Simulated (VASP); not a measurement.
Input:

```yaml
crystal:
  lattice:
    - [0.00000, 2.66645, 2.66645]
    - [2.66645, 0.00000, 2.66645]
    - [2.66645, 2.66645, 0.00000]
  atoms:
    - { symbol: K, position: [0.00000, 0.00000, 0.00000] }
    - { symbol: F, position: [0.50000, 0.50000, 0.50000] }
```

Level of theory: optB86b-vdW, VASP's PBE PAW potentials (set 64) (plane waves; VASP). Run with 520 eV cut-off, Gaussian smearing of 0.050 eV, potentials K_sv F.

**Question.** Give the energies of bands 6 to 10 at the high-symmetry points, in eV from the valence-band maximum.

**Answer.** 
| band | Γ | X | U | L | W |
|---|---|---|---|---|---|
| 6 | 0.00 | -0.21 | -0.34 | -0.80 | -0.41 |
| 7 | 0.00 | -0.05 | -0.20 | -0.35 | -0.16 |
| 8 | 0.00 | -0.05 | -0.19 | -0.35 | -0.16 |
| 9 | 6.20 | 8.20 | 8.96 | 9.09 | 9.75 |
| 10 | 10.69 | 10.35 | 10.77 | 10.65 | 9.75 |

The gap is direct, 6.20 eV, from the valence maximum at Γ to the conduction minimum at Γ.

Measured: gap 10.90 eV (computed value off by -4.70 eV), as given by David Koller et al., Journal of Physics Condensed Matter (2013), arXiv:1304.4470.

The compound is KF in the rock salt structure. It was relaxed first.
